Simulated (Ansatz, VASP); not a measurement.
## One calculation of ScAgC4N4, two programs

```
Sc Ag C N
1.0
     6.25247    0.00000    0.00000
     0.00000    6.25247    0.00000
     0.00000    0.00000    6.25247
Sc Ag C N
1 1 4 4
Direct
  0.50000 0.50000 0.50000
  0.00000 0.00000 0.00000
  0.19936 0.19936 0.19936
  0.19936 0.80064 0.80064
  0.80064 0.19936 0.80064
  0.80064 0.80064 0.19936
  0.30814 0.30814 0.30814
  0.30814 0.69186 0.69186
  0.69186 0.30814 0.69186
  0.69186 0.69186 0.30814
```

Alike in both runs: functional PBE; k mesh 4 × 4 × 4; occupations gaussian, width 0.02 eV; no spin polarisation.

Ansatz relaxed the structure, and its values are those at the end. VASP's run is a single point on that final structure, the one shown.

|  | VASP | Ansatz |
| --- | --- | --- |
| version | VASP 6.6.1 | Ansatz 0.2.0 |
| potentials or method | VASP PAW PBE potentials, release 64 (Sc_sv, Ag, C, N) | scalar-relativistic, plane waves, PAW |
| plane-wave cutoff (eV) | 520 | 420 |
| valence electrons in the cell | 58 | 66 |

|  | VASP | Ansatz | Ansatz less VASP |
| --- | --- | --- | --- |
| gap on the k mesh at the Fermi level (eV) | 2.73 | 2.73 | -0.004 |
| least direct gap on the mesh (eV) | 2.75 | 2.74 | -0.003 |
| pressure (GPa) | 0.4 | 0.0 | -0.38 |
| rms of the force components (eV/Å) | 0.170 | 0.001 | -0.1691 |

One of these differences is far larger than is usual between the two programs; its cause wasn't traced. The functional is the same, so the differences come from potentials, cutoffs and numerics. The two sets of potentials don't hold the same shells in valence.

Caveats: the standard files for N, O and F lose accuracy on very short bonds. A k mesh can miss the band edges.
